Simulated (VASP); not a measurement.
SnTe:

```
CELL_PARAMETERS angstrom
0.00000 3.18581 3.18581
3.18581 0.00000 3.18581
3.18581 3.18581 0.00000
ATOMIC_POSITIONS crystal
Sn 0.00000 0.00000 0.00000
Te 0.50000 0.50000 0.50000
```

The cell is a database's computed one.

| Property | Result |
| --- | --- |
| Program | VASP 6.6.1 |
| Task | relaxation of cell and atoms |
| Functional | PBEsol |
| Potentials or basis | VASP PAW PBE potentials, release 64 (Sn, Te) |
| Cutoff | 580 eV |
| k mesh | 12 × 12 × 12 |
| Occupations | gaussian, width 0.1 eV |
| Spin | no spin polarisation |

At the start: pressure -1.7 GPa; volume 32.33 Å³/atom.

**Question.** How do energy, volume and symmetry change on relaxing?

**Answer.** Over 3 steps the energy falls by 6.9 meV/atom and the volume is 31.09 Å³/atom (-3.9 %); space group Fm-3m (No. 225, to 0.05 Å).

The path:
| step | energy change (eV) | largest force (eV/Å) | pressure (GPa) | volume (Å³) |
| --- | --- | --- | --- | --- |
| 1 | 0.0000 | 0.0000 | -1.72 | 64.67 |
| 2 | -0.0127 | 0.0000 | 0.56 | 61.48 |
| 3 | -0.0139 | 0.0000 | 0.00 | 62.17 |

Final structure:
```
Sn Te
1.0
     0.00000    3.14428    3.14428
     3.14428    0.00000    3.14428
     3.14428    3.14428    0.00000
Sn Te
1 1
Direct
  0.00000 0.00000 0.00000
  0.50000 0.50000 0.50000
```

Caveat: the PAW data sets were made with another functional, which shifts forces and pressure a little.
